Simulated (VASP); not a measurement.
Energy against volume of LiH (rock salt). Computed with revPBE GGA, VASP's PBE PAW potentials (set 64) (plane waves; VASP).

```csv
V (Å³/atom),E (eV/atom)
7.833,-3.00019
8.083,-3.00317
8.333,-3.00434
8.583,-3.00389
8.833,-3.00206
```

Fit a third-order Birch-Murnaghan equation of state.

```yaml
volume_per_atom: 8.38 Å³/atom
bulk_modulus: 33.4 GPa
pressure_derivative_of_the_bulk_modulus: 3.48
lattice_constant_a: 4.063 Å
```

The compound is LiH in the rock salt structure. It was relaxed first.
